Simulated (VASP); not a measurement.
Elastic constants (GPa) of a crystal from PBEsol GGA, VASP's PBE PAW potentials (set 64) (VASP):

```
      xx    yy    zz   yz   xz   xy
--  ----  ----  ----  ---  ---  ---
xx  37.9   9.1   9.1  0.0  0.0  0.0
yy   9.1  37.9   9.1  0.0  0.0  0.0
zz   9.1   9.1  37.9  0.0  0.0  0.0
yz   0.0   0.0   0.0  9.2  0.0  0.0
xz   0.0   0.0   0.0  0.0  9.2  0.0
xy   0.0   0.0   0.0  0.0  0.0  9.2
```

Q: Work out the Voigt, Reuss and Hill moduli, Young's modulus and Poisson's ratio.

A: All eigenvalues are positive (smallest 9.2 GPa), so the crystal is stable. K_V = (C11+C22+C33+2(C12+C13+C23))/9 = (113.7 + 2×27.3)/9 = 18.7 GPa; G_V = (113.7 − 27.3 + 3×27.6)/15 = 11.3 GPa. From the compliances, K_R = 18.7 GPa and G_R = 10.8 GPa. Hill: K = 18.7 GPa, G = 11.0 GPa, E = 9KG/(3K+G) = 27.6 GPa, ν = (3K−2G)/(2(3K+G)) = 0.254. K/G = 1.70, below Pugh's 1.75; universal anisotropy A^U = 0.24.

Q: With a density of 4.14 g/cm³, what are the mean sound speeds?

A: v_l = √((K+4G/3)/ρ) = 2.84 km/s and v_t = √(G/ρ) = 1.63 km/s. The crystal is CsCl (space group Pm-3m), cubic.

The structure comes from a measured CsCl entry (Pm-3m) of the Crystallography Open Database, whose conditions weren't checked. It was relaxed first.
